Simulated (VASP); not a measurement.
Given:

```
CSi
1.0
    1.53576    -2.66001     0.00000
    1.53576     2.66001     0.00000
    0.00000     0.00000     5.04362
Si C
2 2
Direct
  0.66667   0.33333   0.49961
  0.33333   0.66667   0.99961
  0.66667   0.33333   0.87539
  0.33333   0.66667   0.37539
```

Method: PBE GGA with D4 dispersion, VASP's PBE PAW potentials (set 64) (plane waves; VASP). Run with 520 eV cut-off, 8×8×4 Γ-centred mesh, Gaussian smearing of 0.050 eV, potentials Si C.

Predict the energy per atom (σ→0).

energy per atom (σ→0): -7.855 eV/atom

The absolute energy has meaning only against runs of the same code, potentials and settings.

The compound is SiC in the wurtzite structure, the rare 2H polytype. It was relaxed first. The start is the result of an earlier pass.
